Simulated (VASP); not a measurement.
An input for Ansatz (written as the equivalent of a VASP run, and not itself run):

Ansatz 0.2 input:
```yaml
crystal:
  lattice:
    - [0.0000000, 2.1969131, 2.1969131]
    - [2.1969131, 0.0000000, 2.1969131]
    - [2.1969131, 2.1969131, 0.0000000]
  atoms:
    - { symbol: Si, position: [0.0000000, 0.0000000, 0.0000000] }
    - { symbol: C, position: [0.2500000, 0.2500000, 0.2500000] }
kpoints:
  mp_grid: { grid: [10, 10, 10] }
hamiltonian:
  xc: pbe
  dispersion: d4
  pseudopotentials: { kind: paw }
scf:
  occupations: { method: gaussian, width: 0.05 }
  max_iter: 100
output: { forces: true, stress: true, eigenvalues: true }
```

Q: Translate this input to VASP (INCAR, KPOINTS, POSCAR, choice of POTCAR).

A: One answer among several that fit: 
**KPOINTS**
```
Automatic mesh
0
Gamma
10 10 10
0 0 0
```

POSCAR:
```
SiC
1
    0.0000000000     2.1969130557     2.1969130557
    2.1969130557     0.0000000000     2.1969130557
    2.1969130557     2.1969130557     0.0000000000
Si C
1 1
Direct
  0.0000000000   0.0000000000   0.0000000000
  0.2500000000   0.2500000000   0.2500000000
```

### INCAR
```
SYSTEM = SiC
PREC = Accurate
ENCUT = 520
EDIFF = 1E-7
NELM = 100
ALGO = Normal
LREAL = .FALSE.
LASPH = .TRUE.
ISMEAR = 0
SIGMA = 0.05
GGA = PE
IVDW = 13
LWAVE = .FALSE.
LCHARG = .FALSE.
ISIF = 2
```

POTCAR, in this order: Si C (PBE.64 set). Program: vasp_std.

The two are equivalent in intent, not identical: each code has its own PAW files, so the cut-off isn't converted (ENCUT is set for VASP's; basis.ecutwfc is left out, and Ansatz then takes the one that its files recommend); Ansatz stops its SCF on the density residual and VASP on the energy change (EDIFF).

The compound is SiC in the zinc blende structure. This cell is one point of a volume scan, at 1.03 of the reference volume.
